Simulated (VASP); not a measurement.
```
CELL_PARAMETERS angstrom
      1.39867    -2.41410     0.00000
      1.39867     2.41410     0.00000
      0.00000     0.00000     4.40816
ATOMIC_POSITIONS crystal
  Os 0.33333 0.66667 0.25000
  Os 0.69543 0.36209 0.75000
```

All values below come from PBE GGA, VASP's PBE PAW potentials (set 64) (plane waves; VASP). Settings: 400 eV cut-off, KSPACING 0.6 per Å, first-order Methfessel-Paxton smearing of 0.10 eV, potentials Os.

Gaps are read on the run's mesh, which can miss a band edge. Unless said otherwise, spin-orbit coupling is left out, though it shifts the bands of the heavy elements here.

Predict the energy per atom (σ→0), pressure, largest force, band gap (on the k-mesh) with the smallest direct gap where there is one.

The band gap (on the k-mesh) is none (metal, semimetal or under 0.01 eV), the energy per atom (σ→0) is -11.157 eV/atom and the pressure is -14.48 GPa. The largest force is 0.305 eV/Å.

Total energies compare only between runs with the same potentials, cut-off and functional.

The compound is Os in the hcp structure. The cell was not relaxed at this level, atoms are displaced from their ideal sites. The run is one of a series of settings (KGAMMA = .TRUE., KSPACING = 0.6, KPOINTS file removed against the base run), some of them coarse on purpose.
